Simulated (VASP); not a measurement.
ZnS (wurtzite) relaxed at rising pressure, in one space group throughout; other phases were not tried. The pressures are those reached. Level of theory: PBEsol GGA, VASP's PBE PAW potentials (set 64) (plane waves; VASP 6.6.1).

```csv
P (GPa),V (Å³/atom),k-mesh
-0.09,19.290,7×7×4
4.95,18.223,7×7×4
10.04,17.394,7×7×4
20.04,16.193,7×7×4
30.03,15.294,7×7×4
```

A change of mesh leaves a small step in the series.

Task: Fit an equation of state and predict the volume at 45.05 GPa.

Result: Least squares on the third-order Birch-Murnaghan form, P = (3B0/2)(y⁷ − y⁵)[1 + (3/4)(B′ − 4)(y² − 1)] with y = (V0/V)^(1/3), gives V0 = 19.264 Å³/atom, B0 = 79 GPa and B′ = 4.3, and so 14.290 Å³/atom. The run gave 14.287 Å³/atom, -0.0 % from the fit.

Pressures at which the relaxation failed are left out.

The compound is ZnS in the wurtzite structure, the high-temperature form.
